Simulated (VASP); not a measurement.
Consider the following.

```
CELL_PARAMETERS angstrom
      4.59613     0.00000     0.00000
      0.00000     4.59613     0.00000
      0.00000     0.00000     4.59613
ATOMIC_POSITIONS crystal
  Si 0.16200 0.33800 0.66200
  Si 0.66200 0.16200 0.33800
  Si 0.83800 0.83800 0.83800
  Si 0.33800 0.66200 0.16200
  Ru 0.87200 0.62800 0.37200
  Ru 0.37200 0.87200 0.62800
  Ru 0.12800 0.12800 0.12800
  Ru 0.62800 0.37200 0.87200
```

These are PBE GGA, VASP's PBE PAW potentials (set 64) (plane waves; VASP 6.6.1) values and carry that method's errors. Settings: 300 eV cut-off, 7×7×7 Γ-centred mesh, Fermi-Dirac smearing of 0.050 eV, potentials Si Ru_pv.

At this cut-off the stress carries a Pulay error, which pulls relaxed volumes low. Energy and stress use the plane-wave basis of the starting cell.

### Question
The ions, cell shape and volume are relaxed. What does this cell relax into?

### Answer

```
CELL_PARAMETERS angstrom
      4.73316     0.00000     0.00000
      0.00000     4.73316     0.00000
      0.00000     0.00000     4.73316
ATOMIC_POSITIONS crystal
  Si 0.16225 0.33775 0.66225
  Si 0.66225 0.16225 0.33775
  Si 0.83775 0.83775 0.83775
  Si 0.33775 0.66225 0.16225
  Ru 0.87058 0.62942 0.37058
  Ru 0.37058 0.87058 0.62942
  Ru 0.12942 0.12942 0.12942
  Ru 0.62942 0.37058 0.87058
```
Space group P2_13 (198), at a tolerance of 0.03 Å.

### Question
How do energy and volume change from the first to the last step?

### Answer
The energy (σ→0) changes by -87.7 meV/atom and the volume by +9.2 %, in 11 ionic steps.

The structure is a typed RuSi crystal. This run relaxes it. Symmetry was kept, so distortions that lower it aren't found. The run is one of a series of settings (EDIFFG = -0.01, IBRION = 2, ISIF = 3, NSW = 50 against the base run), some of them coarse on purpose.
